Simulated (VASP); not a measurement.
# The low-index faces of Li, part 2 of 2

Aim: compare the low-index faces of Li at one level of theory.

VASP 6.6.1; PBEsol; plane waves and PAW (Li).

So far. Step 5 (Vacuum level and density of states, 7 atoms, face …): The vacuum level lies 3.21 eV above the Fermi level at the upper face; both faces agree, as the slab has next to no dipole. Step 6 (Relaxing the slab, 9 atoms, face Li(100)): The run ended after 4 ionic steps, 0.009 eV below its first step, once the forces on the free atoms met EDIFFG = -0.03.

**7. Potential and states of the slab, 9 atoms, face Li(100) (continued)**

Valence density in the ca plane at fractional y = 0.000, with atoms of Li within 0.2 Å of it. It is the smooth field of the valence electrons, not physical close to the nuclei.

Values in e/Å³, 5 rows by 16 columns, each cell a mean:
```
0.033 0.039 0.053 0.042 0.031 0.050 0.051 0.032 0.041 0.054 0.041 0.020 0.011 0.003 0.001 0.000
0.050 0.052 0.054 0.052 0.048 0.053 0.054 0.050 0.052 0.054 0.052 0.034 0.014 0.003 0.001 0.000
0.055 0.055 0.054 0.053 0.053 0.054 0.054 0.055 0.054 0.054 0.053 0.037 0.015 0.003 0.001 0.000
0.046 0.049 0.054 0.050 0.044 0.053 0.053 0.046 0.050 0.054 0.050 0.030 0.014 0.003 0.001 0.000
0.030 0.036 0.053 0.040 0.027 0.049 0.050 0.028 0.038 0.054 0.038 0.018 0.011 0.003 0.001 0.000
```
Columns run along c (16.0 Å, from fractional 0.36 to 0.91 of the cell), rows up along a (3.4 Å). Atoms in or near the plane, at fractional coordinates: Li at (0.38, 0.00), Li at (0.50, 0.00), Li at (0.62, 0.00), Li at (0.74, 0.00).

The map of layer states is cut here 0.5 eV above the Fermi level, so it leaves out the states above that.

The vacuum level lies 3.03 eV above the Fermi level at the upper face; both faces agree, as the slab has next to no dipole.

The program found no field-free point at its default tolerance, but its printed level agrees with the flat part of the planar average.

On this mesh the fine structure of the density of states is sampling noise, and high empty states may be cut by the number of bands.

**8. Surface relaxation, 11 atoms, face Li(111)**

System of this step: Li(111). The cell holds 11 atoms: 11 Li. Cell: a = 4.868 Å, b = 4.868 Å, c = 24.936 Å, α = 90.0°, β = 90.0°, γ = 60.0°. It derives from Li. 11 layers of bcc Li, cut at this functional's lattice. Vacuum lies along c.

Contents of INCAR:

```
SYSTEM = Li
PREC = Normal
ENCUT = 320
EDIFF = 1E-05
NELM = 120
ISMEAR = 1
SIGMA = 0.15
LREAL = .FALSE.
ALGO = Fast
GGA = PS
NBANDS = 16
LORBIT = 11
LWAVE = .FALSE.
LCHARG = .FALSE.
KPAR = 4
IBRION = 2
NSW = 40
ISIF = 2
EDIFFG = -0.03
POTIM = 0.4
MAXMIX = 40
```

Contents of POSCAR:

```
Li
1.0
    4.8677888152      0.0000000000      0.0000000000
    2.4338944076      4.2156287742      0.0000000000
    0.0000000000      0.0000000000     24.9363323107
Li
11
Direct
    0.6666666700      0.6666666700      0.3007659600
    0.0000000000      0.0000000000      0.3406127700
    0.3333333300      0.3333333300      0.3804595800
    0.6666666700      0.6666666700      0.4203063900
    0.0000000000      0.0000000000      0.4601531900
    0.3333333300      0.3333333300      0.5000000000
    0.6666666700      0.6666666700      0.5398468100
    0.0000000000      0.0000000000      0.5796936100
    0.3333333300      0.3333333300      0.6195404200
    0.6666666700      0.6666666700      0.6593872300
    0.0000000000      0.0000000000      0.6992340400
```

Contents of KPOINTS:

```
Automatic mesh
0
Gamma
9 9 1
0 0 0
```

Potentials, in the order of the species: Li (PBE family, release 64).

On the command line:

```console
$ mpirun -np 4 vasp_std
```

Elapsed: 41 s, on 4 MPI ranks of AMD EPYC 7R43, shared host; peak memory 0.94 GiB; 2.7 min of CPU time.

The run keeps the 12 symmetry operations of its start, so it cannot find a distortion of lower symmetry.

The steps of the relaxation:

```tsv
step	energy less that of the first step (eV)	largest force (eV/Å)
1	0.0000	0.1776
2	-0.0038	0.1704
3	-0.0143	0.1492
4	-0.0311	0.1051
5	-0.0468	0.0885
6	-0.0471	0.0949
7	-0.0505	0.0667
8	-0.0541	0.0212
```

The atoms that moved most (Å):

```tsv
atom	dx	dy	dz	length
Li2	0.000	0.000	0.183	0.183
Li10	0.000	0.000	-0.183	0.183
Li3	0.000	0.000	-0.102	0.102
Li9	0.000	0.000	0.102	0.102
Li8	0.000	0.000	0.090	0.090
Li4	0.000	0.000	-0.090	0.090
Li7	0.000	0.000	-0.085	0.085
Li5	0.000	0.000	0.085	0.085
```

The relaxed structure:

```xyz
11
Lattice="4.8678 0.0000 0.0000 2.4339 4.2156 0.0000 0.0000 0.0000 24.9363" Properties=species:S:1:pos:R:3
Li    4.8678    2.8104    7.4556
Li    0.0000    0.0000    8.6768
Li    2.4339    1.4052    9.3856
Li    4.8678    2.8104   10.3911
Li    0.0000    0.0000   11.5597
Li    2.4339    1.4052   12.4682
Li    4.8678    2.8104   13.3766
Li    0.0000    0.0000   14.5452
Li    2.4339    1.4052   15.5507
Li    4.8678    2.8104   16.2596
Li    0.0000    0.0000   17.4807
```

The run ended after 8 ionic steps, 0.054 eV below its first step, once the forces on the free atoms met EDIFFG = -0.03.

**9. Vacuum level and density of states, 11 atoms, face Li(111)**

Contents of INCAR:

```
SYSTEM = Li
PREC = Normal
ENCUT = 320
EDIFF = 1E-06
NELM = 120
ISMEAR = 1
SIGMA = 0.15
LREAL = .FALSE.
ALGO = Fast
GGA = PS
NBANDS = 16
LORBIT = 11
LWAVE = .FALSE.
LCHARG = .TRUE.
KPAR = 4
IDIPOL = 3
LDIPOL = .TRUE.
DIPOL = 0.5 0.5 0.5
LVHAR = .TRUE.
LVACPOTAV = .TRUE.
NEDOS = 1500
```

Contents of POSCAR:

```
Li
1.0
    4.8677888152      0.0000000000      0.0000000000
    2.4338944076      4.2156287742      0.0000000000
    0.0000000000      0.0000000000     24.9363323107
Li
11
Direct
    0.6666666700      0.6666666700      0.2989852382
    0.0000000000      0.0000000000      0.3479568767
    0.3333333300      0.3333333300      0.3763842255
    0.6666666700      0.6666666700      0.4167071736
    0.0000000000      0.0000000000      0.4635696890
    0.3333333300      0.3333333300      0.5000000000
    0.6666666700      0.6666666700      0.5364303110
    0.0000000000      0.0000000000      0.5832928264
    0.3333333300      0.3333333300      0.6236157745
    0.6666666700      0.6666666700      0.6520431233
    0.0000000000      0.0000000000      0.7010147618
```

KPOINTS is that of step 8.

On the command line:

```console
$ mpirun -np 4 vasp_std
```

Run time: 19 s. Hardware: 4 MPI ranks; peak memory 0.84 GiB.

The map of layer states is cut here 0.5 eV above the Fermi level, so it leaves out the states above that.

The vacuum level lies 2.73 eV above the Fermi level at the upper face; both faces agree, as the slab has next to no dipole.

The program found no field-free point at its default tolerance, but its printed level agrees with the flat part of the planar average.

On this mesh the fine structure of the density of states is sampling noise, and high empty states may be cut by the number of bands.

**10. The faces side by side**

This step: surfaces of a metal, PBEsol; plane waves and PAW (VASP 6.6.1).

Derived from the runs above.

Symmetric slabs, all atoms free. All faces:

```tsv
face	layers	area a surface atom (Å²)	work function (eV)	surface energy as cut (J/m²)	surface energy relaxed (J/m²)	change of the top spacing (%)
Li(110)	7	8.378	3.212	0.5316	0.5251	-3.75
Li(100)	9	11.85	3.029	0.4813	0.4752	4.09
Li(111)	11	20.52	2.733	0.5779	0.5568	22.9
```

Each surface energy is the slab's energy less its number of atoms times the bulk energy of -1.9575 eV, over twice the cell's area.

**11. Summary of results**

| Property | Result |
| --- | --- |
| Li(110) | 0.53 J/m², 3.21 eV |
| Li(100) | 0.48 J/m², 3.03 eV |
| Li(111) | 0.56 J/m², 2.73 eV |

In words: The cheapest face is Li(100) at 0.48 J/m², against 0.53 for Li(110) and 0.56 for Li(111). The work functions are 3.21 eV for Li(110), 3.03 eV for Li(100) and 2.73 eV for Li(111). The densest face has the highest work function, as the smoothing of the electron density over an open face lowers the surface dipole. The densest face is not the cheapest here. The top spacing changes by -3.8 % on Li(110), +4.1 % on Li(100) and +22.9 % on Li(111). One thickness was run for each face, and bulk and slab meshes don't match, which leaves some hundredths of a J/m². The cells are 1 × 1 and can't reconstruct.

[Lines on the potential files, build, host, timing and source positions are cut from VASP's logs without a mark.]

[Logs are printed without paths, hosts, clocks, repeated set-up lines and the standing remarks that a program may print on its own settings, such as how far it seeks lower states.]

[Hosts, paths, dates, database ids (printed as entryN), source tags and the programs' standing remarks are cut or masked in the printed files.]

[Runs that stopped without an error message from VASP are left out.]
